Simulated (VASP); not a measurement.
```
Cd
1.0
    1.49657    -2.59213     0.00000
    1.49657     2.59213     0.00000
    0.00000     0.00000     5.85101
Cd
2
Direct
  0.33333   0.66667   0.25000
  0.66667   0.33333   0.75000
```

These are PBE GGA, VASP's PBE PAW potentials (set 64) (plane waves; VASP) values and carry that method's errors. Settings: 400 eV cut-off, 13×13×6 Γ-centred mesh, first-order Methfessel-Paxton smearing of 0.10 eV, potentials Cd.

What does the run give for the energy per atom (σ→0), band gap (on the k-mesh) with the smallest direct gap where there is one?

```
Item                                                         Value
------------------------  ----------------------------------------
band gap (on the k-mesh)  none (metal, semimetal or under 0.01 eV)
energy per atom (σ→0)                                -746 meV/atom
```

The compound is Cd in the hcp structure. It was relaxed first, which changed the volume by +5 %. The start is the result of an earlier pass.
